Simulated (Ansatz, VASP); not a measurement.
# MgHF in two plane-wave programs, part 2 of 2

Wanted: the spread between two codes on one cell, functional and k mesh. The cell is generated by rule, not measured, and may not be a known phase. The two relaxations start from unlike cells of this crystal (the structure described is Ansatz's start), so only their ends are compared.

VASP 6.6.1 and Ansatz 0.2.0.

So far: The starting structure; VASP: relaxation of cell and atoms, PBEsol, pair 1.

The structure was built from a prototype and need not be the compound's stable phase.

**3. Ansatz: relaxation of cell and atoms, PBEsol, pair 1**

Level of this step: Ansatz beside VASP: Kohn-Sham DFT, plane waves, PBEsol (Ansatz).

Ansatz runs on its default PAW (the set named soft_2) files.

Its own start cell and the same functional and mesh now go to Ansatz, which takes its cutoff from its data sets.

The input, input.yaml:

```yaml
crystal:
  lattice:
    - [-3.2471482844, -3.2471482844, 0.0]
    - [-3.2471482844, 3.2471482844, 0.0]
    - [-3.2471482844, 0.0, -5.0382183931]
  atoms:
    - { symbol: Mg, position: [0.3737358688, 0.88557873, 0.7756667291] }
    - { symbol: Mg, position: [0.8505974021, 0.3387545409, 0.7756667291] }
    - { symbol: Mg, position: [0.6262641312, 0.6612454591, 0.2243332709] }
    - { symbol: Mg, position: [0.1494025979, 0.11442127, 0.2243332709] }
    - { symbol: H, position: [0.0, 0.0, 1.0] }
    - { symbol: H, position: [0.5, 0.5, 1.0] }
    - { symbol: H, position: [0.0, 0.5, 1.0] }
    - { symbol: H, position: [0.5, 0.0, 1.0] }
    - { symbol: F, position: [0.0893142703, 0.6209156325, 0.3831138923] }
    - { symbol: F, position: [0.5275718374, -0.0040295248, 0.3831138923] }
    - { symbol: F, position: [0.4724281626, 0.3790843675, 0.6168861077] }
    - { symbol: F, position: [0.9106857297, 1.0040295248, 0.6168861077] }
kpoints:
  mp_grid: { grid: [6, 6, 6] }
hamiltonian:
  xc: pbesol
scf:
  occupations: { method: fixed }
output:
  forces: true
  stress: true
  eigenvalues: true
relax:
  adjacent_minimum: "off"
  f_tol: 0.002
  max_steps: 120
  cell: { stress_tol: 0.03 }
```

The run is started by

```
> ansatz run input.yaml --threads 8 --pin off --max-ram 14336MiB --backend cpu --events-out ev --progress --plain --runs-dir out
```

Numbers of over 12 decimals in the logs are rounded to 6 here.

The log of the run:

```text
Engine: ansatz 0.2.0, x86_64-unknown-linux-gnu
Pseudopotentials: kind: paw
Pseudopotential: Mg, paw, valence charge 10, recommended cutoff 420 eV (normal), Mg.paw.azcp
Pseudopotential: H, paw, valence charge 1, recommended cutoff 420 eV (normal), H.paw.azcp
Pseudopotential: F, paw, valence charge 7, recommended cutoff 420 eV (normal), F.paw.azcp
Functional definition: PBEsol
  exchange = pbesol_x
  correlation = pbesol_c
Crystal: 12 atoms, lattice volume = 106.246 Å³
Basis set: ecut = 420 eV, 2073 PW (Γ), exchange–correlation on 64×64×90 points (8 copies of the dense FFT grid, shifted against one another)
Bands: 48, of which v1, the nominal top of the filled ones, is band 36 counted from 1 (35 counted from 0)
Symmetry: 4 space group operations
Space group: I222 (ITA 23), of the structure as read, at distance tolerance 4.7e-5 Å
k-points: 46 of 216 (time reversal used)
Non-local potential: Mg, projectors of the file, l = 0: 3, l = 1: 2, l = 2: 1
Non-local potential: H, projectors of the file, l = 0: 2, l = 1: 1
Non-local potential: F, projectors of the file, l = 0: 2, l = 1: 2, l = 2: 1
PAW form: soft (Blöchl's): semilocal exchange-correlation on the pseudo side does not see the compensation charge
PAW frozen core: Mg, regenerated for the run's functional, and the local potential with it (the file was generated under x = pbe(κ = 0.804, μ = 0.219515), c = pbe(β = 0.066725))
PAW frozen core: F, regenerated for the run's functional, and the local potential with it (the file was generated under x = pbe(κ = 0.804, μ = 0.219515), c = pbe(β = 0.066725))
PAW one-centre angular grid: Mg, 110 points (default); XC on 64 Gauss nodes
PAW one-centre angular grid: H, 110 points (default); XC on 64 Gauss nodes
PAW one-centre angular grid: F, 110 points (default); XC on 64 Gauss nodes
Initial density: superposition of atomic densities (neutral atoms: chi_scale 0, normalization atom), corrected by the library's trained network
Initial wavefunctions: pseudopotential atomic-orbital guess
Functional: x = pbesol(κ = 0.804, μ = 0.123457), c = pbesol(β = 0.046)
SCF iter   1: F=—  HF=-10921.587000 eV  |F-HF|=—  |Δ(HF+E_count)|=         —  Δρ=1.31e-2  dr2=1.03e-1  ethr=1.77e-3  ⟨swp⟩=5.0  Hψ=8080  notcnv=0  defer=437
preconditioner: auto → Resta (q_TF=auto, 2.557 Å⁻¹)  ε∞=3.5  [insulator: Δε(μ)=0.965 eV  Ē_g=12.951 eV  n_scr=32 (ndim 8)  ℏωp=20.4 eV  f_vac=0.000  ε∞_Penn≈3.5]
SCF iter   2: F=—  HF=-10921.555449 eV  |F-HF|=—  |Δ(HF+E_count)|=   3.16e-2  Δρ=2.51e-3  dr2=4.37e-3  ethr=1.43e-4  ⟨swp⟩=2.0  Hψ=3568  notcnv=0  defer=460
SCF iter   3: F=—  HF=-10921.554726 eV  |F-HF|=—  |Δ(HF+E_count)|=   7.23e-4  Δρ=1.22e-3  dr2=1.47e-3  ethr=6.06e-6  ⟨swp⟩=2.8  Hψ=2936  notcnv=0  defer=460
SCF iter   4: F=—  HF=-10921.554611 eV  |F-HF|=—  |Δ(HF+E_count)|=   1.15e-4  Δρ=5.32e-4  dr2=2.80e-4  ethr=2.05e-6  ⟨swp⟩=2.0  Hψ=2185  notcnv=0  defer=460
SCF iter   5: F=—  HF=-10921.554547 eV  |F-HF|=—  |Δ(HF+E_count)|=   6.36e-5  Δρ=1.03e-4  dr2=1.51e-5  ethr=3.89e-7  ⟨swp⟩=2.0  Hψ=3431  notcnv=0  defer=413
SCF iter   6: F=—  HF=-10921.554402 eV  |F-HF|=—  |Δ(HF+E_count)|=   1.45e-4  Δρ=1.35e-5  dr2=2.67e-7  ethr=2.09e-8  ⟨swp⟩=2.3  Hψ=2881  notcnv=0  defer=300
SCF iter   7: F=-10921.554402 eV  HF=-10921.554402 eV  |F-HF|=3.11e-10  |Δ(HF+E_count)|=   3.93e-8  Δρ=1.78e-6  dr2=4.42e-9  ethr=1.39e-10  ⟨swp⟩=13.3  Hψ=13524  notcnv=0
SCF 1 converged in 7 iterations: F = -10921.554402 eV  dr2 = 4.42e-9
  greatest PAW one-centre occupation: 1.000 electrons in one spin orbital (limit 2), on the Mg atom at site 3 (counted from 0), in its partial waves of l = 0
relax step   1: F+E_penalty+E_count = -10921.55440229 eV  Δ(F+E_penalty+E_count) = +0.000e0 eV  max|allowed force component| = 4.784e-1 eV/Å  Δτ_max = 0.0000 Å  P = +2.219 GPa  Ω = 106.246 Å³  (7 SCF iters, dr2 threshold 1.00e-7 eV, accepted)
[...]
relax step  22: F+E_penalty+E_count = -10921.90229261 eV  Δ(F+E_penalty+E_count) = +1.389e-4 eV  max|allowed force component| = 8.209e-4 eV/Å  Δτ_max = 0.0009 Å  P = +0.005 GPa  Ω = 116.787 Å³  energy of the carried Pulay correction = -4.927e-4 eV  (6 SCF iters, dr2 threshold 5.30e-10 eV, accepted)
[...]
relax step  23: F+E_penalty+E_count = -10921.90282286 eV  Δ(F+E_penalty+E_count) = -5.303e-4 eV  max|allowed force component| = 8.220e-4 eV/Å  Δτ_max = 0.0000 Å  P = +0.006 GPa  Ω = 116.787 Å³  stress off target by 9.87e-3 GPa  SCF on the basis re-selected at this cell (its energy is not comparable with the rows above)  (4 SCF iters)
basis re-selected at this cell: Δ(F+E_penalty+E_count) = -5.303e-4 eV, ΔP = +0.002 GPa vs the last step (what re-selecting the basis moved, of the pressure what is left beyond the Pulay correction that the steps carried, after the strain that the cell walked since its last selection, with what the two solves' SCF thresholds leave and, on support functions, any second-order correction that the steps lacked; it is no measure of the basis error at this ecutwfc). The dense FFT grid was sized anew with the basis: this SCF ran on 32×36×40 points, the steps before it on 32×36×45, so part of this shift can come from that change (see relax.cell in the input reference). [rest of the remark cut]
SCF converged after 4 iterations
Free energy (F): -10921.902823 eV
Harris-Foulkes:  -10921.902823 eV  (|F-HF|=6.55e-11)
Internal energy: -10921.902823 eV  (E = F + TS)
E sigma→0 (E₀):  -10921.902823 eV
Fermi energy:    5.797924 eV
--- Per-component energies (eV) ---
  E_band       = -1535.495756
  E_kinetic    = 1192.072618
  E_local      = -8751.847839  (includes V_loc(G=0)·N_el)
  E_nonlocal   = 683.528684
  E_hartree    = 3160.418499
  E_xc         = -468.884988
  E_vxc        = -606.270259  (∫ρ·V_xc dr)
  E_paw        = -1902.227746  (= ΣΔE_a)
  E_vpaw       = -373.818777  (= ΣTr[D̂ρ^β])
  E_aug_tail   = 0.003076  (compensation charges beyond the density's cutoff)
  E_ewald      = -4835.370347
  E_core_change = 0.405220  (= ΣΔE_core)
  E_smearing   = -0.000000  (= −TS)
  E_closure    = 0.000000  (closes the sum)
  Σ components = -10921.902823   (vs F -10921.902823, Δ=0.00e0)
--- Forces (eV/Å), atoms counted from 1 ---
  atom   1  Mg     0.00059193    -0.00082200    -0.00043805
  atom   2  Mg    -0.00059193     0.00082200    -0.00043805
  atom   3  Mg     0.00082200    -0.00059193     0.00043805
  atom   4  Mg    -0.00082200     0.00059193     0.00043805
  atom   5  H      0.00000000     0.00000000     0.00000000
  atom   6  H      0.00000000     0.00000000    -0.00000000
  atom   7  H      0.00000000     0.00000000     0.00000000
  atom   8  H      0.00000000     0.00000000    -0.00000000
  atom   9  F     -0.00070107     0.00074262     0.00052970
  atom  10  F      0.00070107    -0.00074262     0.00052970
  atom  11  F      0.00074262    -0.00070107    -0.00052970
  atom  12  F     -0.00074262     0.00070107    -0.00052970
  max |Σ_I F_I| component: 1.30e-18 eV/Å
--- Stress (GPa, compression-positive) ---
        0.007563      -0.002308       0.000000
       -0.002308       0.007563      -0.000000
        0.000000      -0.000000       0.004039
  P = ⅓ Tr σ = 0.0064 GPa (0.064 kbar)
--- Band table (eV; the first three rows and the last of 46) ---
  k-point 0: bands = [... 32 lower, 1.8620, 2.9579, 3.0348, 5.7979, 8.3286, 9.3888, 10.2322, 11.4524, ... 8 higher]
  k-point 1: bands = [... 32 lower, 1.8593, 2.8821, 3.0695, 5.7575, 8.2423, 9.1863, 9.2379, 12.3937, ... 8 higher]
  k-point 2: bands = [... 32 lower, 1.8536, 2.7303, 3.1389, 5.6806, 8.0840, 8.0847, 8.8236, 12.3809, ... 8 higher]
  k-point 45: bands = [... 32 lower, 2.2485, 2.2487, 2.5704, 2.5706, 10.8167, 10.8169, 12.5167, 12.5168, ... 8 higher]
--- Relaxed structure (20 steps of the walk, 18 accepted, 3 SCFs on fresh bases) ---
  F+E_penalty+E_count = -10921.90282286 eV   max|allowed force component| = 8.220e-4 eV/Å   (the final SCF, on the basis selected at the relaxed cell)
  cell:  # Å, volume = 116.7872 Å³
    - [-3.372729, -3.372729, 0]
    - [-3.546448, 3.546448, 0]
    - [-3.459589, 0.086860, -4.881916]
  atoms:
    - { symbol: Mg, position: [0.361722, 0.890662, 0.776542] }
    - { symbol: Mg, position: [0.861736, 0.332795, 0.776542] }
    - { symbol: Mg, position: [0.638278, 0.667205, 0.223458] }
    - { symbol: Mg, position: [0.138264, 0.109338, 0.223458] }
    - { symbol: H, position: [-5.551115123125783e-17, 0.0, 1.0] }
    - { symbol: H, position: [0.500000, 0.5, 1.0] }
    - { symbol: H, position: [1.1102230246251565e-16, 0.5, 1.0] }
    - { symbol: H, position: [0.500000, 0.0, 1.0] }
    - { symbol: F, position: [0.042135, 0.660999, 0.415722] }
    - { symbol: F, position: [0.542143, -0.076721, 0.415722] }
    - { symbol: F, position: [0.457857, 0.339001, 0.584278] }
    - { symbol: F, position: [0.957865, 1.076721, 0.584278] }
```

The column dr2 measures how far the density is from self-consistency, as an energy; F and HF (Harris–Foulkes) agree once it is small.

**4. Comparison**

Known differences besides the potentials themselves: fixed occupations in Ansatz, narrow Gaussian smearing in VASP; the data sets hold 72 valence electrons in Ansatz (on its default PAW (the set named soft_2) files) and 40 in VASP; the cutoff is 420 eV in Ansatz and 600 eV in VASP; Ansatz makes its cores anew for this functional, VASP keeps those of its PBE data sets; Ansatz adds a Pulay correction to the stress that steers its cell, VASP none. Total energies have different zeros and are not compared.

The two programs side by side:

```csv
quantity,Ansatz,VASP,difference
volume (Å³),116.79,115.72,+0.93 %
"edge a after relaxation, in the typed setting (Å)",4.770,4.744,+0.55 %
"edge b after relaxation, in the typed setting (Å)",5.015,5.003,+0.25 %
"edge c after relaxation, in the typed setting (Å)",5.984,5.971,+0.21 %
```

**5. VASP: relaxation of cell and atoms, PBEsol, pair 2**

The relaxed volume is the usual yardstick between codes: in a stiff, nearly cubic crystal its relative difference is about their pressure difference at one cell divided by the bulk modulus.

The input, INCAR:

```
SYSTEM = MgHF
PREC = Accurate
ENCUT = 600
EDIFF = 1E-07
NELM = 120
ISMEAR = 0
SIGMA = 0.01
LREAL = .FALSE.
ALGO = Normal
GGA = PS
NBANDS = 32
LORBIT = 11
LWAVE = .FALSE.
LCHARG = .FALSE.
ISIF = 3
IBRION = 2
NSW = 80
EDIFFG = -0.005
LASPH = .TRUE.
GGA_COMPAT = .FALSE.
NELMIN = 4
EFERMI = MIDGAP
KPAR = 2
```

The input, POSCAR:

```
MgHF
1.0
   -3.3185438582     -3.3185438582      0.0000000000
   -3.5416859270      3.5416859270      0.0000000000
    0.0000000000      0.0000000000     -4.7559818875
Mg H F
4 4 4
Direct
    0.2500000000      0.7193234399      0.7787264313
    0.7500000000      0.2806765601      0.7787264313
    0.2500000000      0.2193234399      0.2212735687
    0.7500001540      0.7806767141      0.2212735687
    0.0000000000      0.0000000000      0.9469528640
    0.5000000000      0.5000000000      0.0530473345
    0.0000000000      0.5000000000      0.0530473345
    0.5000000000      0.0000000000      0.9469528640
    0.7500000000      0.1348694349      0.4002011565
    0.2500000000      0.8651305651      0.4002011565
    0.2500000000      0.3651305651      0.5997988435
    0.7500000000      0.6348694349      0.5997988435
```

The input, KPOINTS:

```
Automatic mesh
0
Gamma
6 6 6
0 0 0
```

Potentials, in the order of the species: Mg, H and F (PBE family, release 64).

The run is started by

```
> mpirun -np 2 vasp_std
```

The log of the run:

```text
[banner, memory and clock lines left out]
running    2 mpi-ranks, on    1 nodes
[...]
[... a notice as in an earlier step ...]

 LDA part: xc-table for (Slater+PW92), standard interpolation
 POSCAR, INCAR and KPOINTS ok, starting setup
[...]
entering main loop
       N       E                     dE             d eps       ncg     rms          rms(c)
DAV:   1     0.208416656661E+03    0.20842E+03   -0.20950E+04  4096   0.125E+03
DAV:   2    -0.386558813420E+02   -0.24707E+03   -0.23836E+03  5048   0.258E+02
DAV:   3    -0.522804718164E+02   -0.13625E+02   -0.13576E+02  5128   0.625E+01
DAV:   4    -0.523569269597E+02   -0.76455E-01   -0.76448E-01  4712   0.525E+00
[...]
DAV:  13    -0.490320604491E+02    0.33926E-05   -0.40946E-06  4704   0.794E-03    0.922E-03
DAV:  14    -0.490320592375E+02    0.12116E-05   -0.46090E-06  4816   0.142E-02    0.363E-04
DAV:  15    -0.490320592565E+02   -0.18974E-07   -0.18845E-07  3872   0.228E-03
   1 F= -.49032059E+02 E0= -.49032059E+02  d E =-.490321E+02
[...]
N       E                     dE             d eps       ncg     rms          rms(c)
DAV:   1    -0.490321714861E+02   -0.11225E-03   -0.24844E-03  4360   0.337E-01    0.755E-02
DAV:   2    -0.490320813953E+02    0.90091E-04   -0.29563E-04  4984   0.122E-01    0.122E-02
DAV:   3    -0.490320813077E+02    0.87649E-07   -0.18706E-05  4392   0.232E-02    0.583E-03
DAV:   4    -0.490320807193E+02    0.58834E-06   -0.27774E-06  4800   0.123E-02    0.336E-03
DAV:   5    -0.490320806025E+02    0.11681E-06   -0.72121E-07  4720   0.593E-03    0.328E-04
DAV:   6    -0.490320806393E+02   -0.36793E-07   -0.33628E-08  2416   0.102E-03
   2 F= -.49032081E+02 E0= -.49032081E+02  d E =-.213828E-04
 trial-energy change:   -0.000021  1 .order   -0.000021   -0.000032   -0.000010
 step:   1.4617(harm=  1.4617)  dis= 0.00033  next Energy=   -49.032083 (dE=-0.237E-04)
 reached required accuracy - stopping structural energy minimisation
```

From OUTCAR (step 5):

```text
  Total       -0.0093854     -0.0093854     -0.0076425     -0.0257910      0.0000000      0.0000000
  in kB       -0.1345700     -0.1345700     -0.1095798     -0.3697989      0.0000000      0.0000000
  external PRESSURE =      -0.1262400 kB  Pullay stress =       0.0000000 kB

 POSITION                                       TOTAL-FORCE (eV/Angst)
 -----------------------------------------------------------------------------------
     -3.37685      1.71795     -3.70260         0.000154     -0.000154     -0.000686
     -3.48243     -1.49426     -3.70260        -0.000154      0.000154     -0.000686
     -1.60611     -0.05279     -1.05238         0.000154     -0.000154      0.000686
     -5.25317      0.27648     -1.05238        -0.000154      0.000154      0.000686
     -0.00000      0.00000     -4.50267         0.000000     -0.000000      0.001969
     -3.42964      0.11184     -0.25230         0.000000     -0.000000     -0.001969
     -1.77074      1.77074     -0.25230         0.000000     -0.000000     -0.001969
     -1.65890     -1.65890     -4.50267         0.000000     -0.000000      0.001969
     -2.96594     -2.01075     -1.90279        -0.000412      0.000412      0.002911
     -3.89334      2.23444     -1.90279         0.000412     -0.000412      0.002911
     -2.12260      0.46370     -2.85219         0.000412     -0.000412     -0.002911
     -4.73668     -0.24001     -2.85219        -0.000412      0.000412     -0.002911
 -----------------------------------------------------------------------------------
    total drift:                               -0.002318     -0.002456      0.001241

  FREE ENERGIE OF THE ION-ELECTRON SYSTEM (eV)
  ---------------------------------------------------
  free  energy   TOTEN  =       -49.0320806393 eV

  energy  without entropy=      -49.0320806393  energy(sigma->0) =      -49.03208064

[... 1 part as in an earlier step ...]

[... 3 further parts left out ...]
[key lines of the parts left out:]
E-fermi :   3.8567
```

**6. Ansatz: relaxation of cell and atoms, PBEsol, pair 2**

Its own start cell and the same functional and mesh now go to Ansatz, which takes its cutoff from its data sets.

The two relaxations start from unlike cells of this crystal (the structure described is Ansatz's start), so only their ends are compared.

input.yaml, the sections that differ from step 3:

```yaml
crystal:
  lattice:
    - [-3.2471482844, -3.2471482844, 0.0]
    - [-3.2471482844, 3.2471482844, 0.0]
    - [0.0, 0.0, -5.0382183931]
  atoms:
    - { symbol: Mg, position: [0.25, 0.7251987886, 0.7756667291] }
    - { symbol: Mg, position: [0.75, 0.2748012114, 0.7756667291] }
    - { symbol: Mg, position: [0.25, 0.2251987886, 0.2243332709] }
    - { symbol: Mg, position: [0.75, 0.7748012114, 0.2243332709] }
    - { symbol: H, position: [0.0, 0.0, 0.9611330039] }
    - { symbol: H, position: [0.5, 0.5, 1.0388669961] }
    - { symbol: H, position: [0.0, 0.5, 1.0388669961] }
    - { symbol: H, position: [0.5, 0.0, 0.9611330039] }
    - { symbol: F, position: [0.75, 0.1803160342, 0.3831138923] }
    - { symbol: F, position: [0.25, 0.8196839658, 0.3831138923] }
    - { symbol: F, position: [0.25, 0.3196839658, 0.6168861077] }
    - { symbol: F, position: [0.75, 0.6803160342, 0.6168861077] }
# kpoints, hamiltonian, scf, output, relax: as in step 3
```

The run is started by

```
> ansatz run input.yaml --threads 8 --pin off --max-ram 14336MiB --backend cpu --events-out ev --progress --plain --runs-dir out
```

The log of the run:

```text
[...]
Crystal: 12 atoms, lattice volume = 106.246 Å³
Basis set: ecut = 420 eV, 2105 PW (Γ), exchange–correlation on 64×64×72 points (8 copies of the dense FFT grid, shifted against one another)
Bands: 48, of which v1, the nominal top of the filled ones, is band 36 counted from 1 (35 counted from 0)
Symmetry: 8 space group operations
[...]
k-points: 64 of 216
[...]
- { symbol: H, position: [-2.1190073172570936e-19, -5.148396522560226e-19, 0.946994] }
    - { symbol: H, position: [0.500000, 0.5, 1.053006] }
    - { symbol: H, position: [0.0, 0.5, 1.053006] }
    - { symbol: H, position: [0.500000, 0.0, 0.946994] }
    - { symbol: F, position: [0.75, 0.134408, 0.400433] }
    - { symbol: F, position: [0.250000, 0.865592, 0.400433] }
    - { symbol: F, position: [0.250000, 0.365592, 0.599567] }
    - { symbol: F, position: [0.750000, 0.634408, 0.599567] }
[key lines of the parts left out:]
SCF converged after 5 iterations
Free energy (F): -10922.374233 eV
Fermi energy:    6.031729 eV
P = ⅓ Tr σ = 0.0029 GPa (0.029 kbar)
```

**7. Differences**

What differs besides the data sets and the points named for the pairs above, as far as they apply: the data sets hold 72 valence electrons in Ansatz (on its default PAW (the set named soft_2) files) and 40 in VASP. Total energies have different zeros and are not compared.

The two programs side by side:

```csv
quantity,Ansatz,VASP,difference
volume (Å³),112.65,111.74,+0.82 %
"edge a after relaxation, in the typed setting (Å)",4.711,4.692,+0.41 %
"edge b after relaxation, in the typed setting (Å)",5.019,5.008,+0.21 %
"edge c after relaxation, in the typed setting (Å)",4.764,4.755,+0.20 %
```

**8. Results**

```json
{
 "difference in volume (relaxation of cell and atoms, PBEsol, pair 1)": "0.93 %",
 "difference in volume (relaxation of cell and atoms, PBEsol, pair 2)": "0.82 %"
}
```

In words: The difference in volume is 0.93 % (relaxation of cell and atoms, PBEsol, pair 1), within the 1.2 % picked in this series as the mark of a large difference, as far as the stopping tolerances let one tell. The data sets hold unlike numbers of valence electrons (72 in Ansatz and 40 in VASP), so part of the differences comes from the potentials. How closely two codes agree says nothing of how well the functional describes the real material.

[Lines on the potential files, build, host, timing and source positions are cut from VASP's logs without a mark.]

[Logs are printed without paths, hosts, clocks, repeated set-up lines and the standing remarks that a program may print on its own settings, such as how far it seeks lower states.]

[Hosts, paths, dates, database ids (printed as entryN), source tags and the programs' standing remarks are cut or masked in the printed files.]
